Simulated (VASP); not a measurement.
Here is the system:

```
Rb
1.0
   -2.87379     2.87379     2.87379
    2.87379    -2.87379     2.87379
    2.87379     2.87379    -2.87379
Rb
1
Cartesian
  0.00000   0.00000   0.00000
```

All values below come from r2SCAN meta-GGA with spin-orbit coupling, VASP's PBE PAW potentials (set 64) (plane waves; VASP). Settings: 400 eV cut-off, 8×8×8 Γ-centred mesh, Gaussian smearing of 0.050 eV, potentials Rb_sv.

**Question.** Give the energies of bands 9 to 15 at the high-symmetry points, in eV from the Fermi level.

**Answer.** 
```tsv
band	Γ	H	N	P
9	-2.10	1.29	0.30	1.24
10	-2.10	1.29	0.30	1.24
11	4.01	1.29	0.63	1.29
12	4.01	1.29	0.63	1.29
13	4.01	3.29	2.81	1.29
14	4.01	3.29	2.81	1.29
15	4.03	3.38	4.65	3.00
```

It has no gap at this level: it comes out as a metal or semimetal.

The compound is Rb in the bcc structure. It was relaxed first, which changed the volume by +5 %.
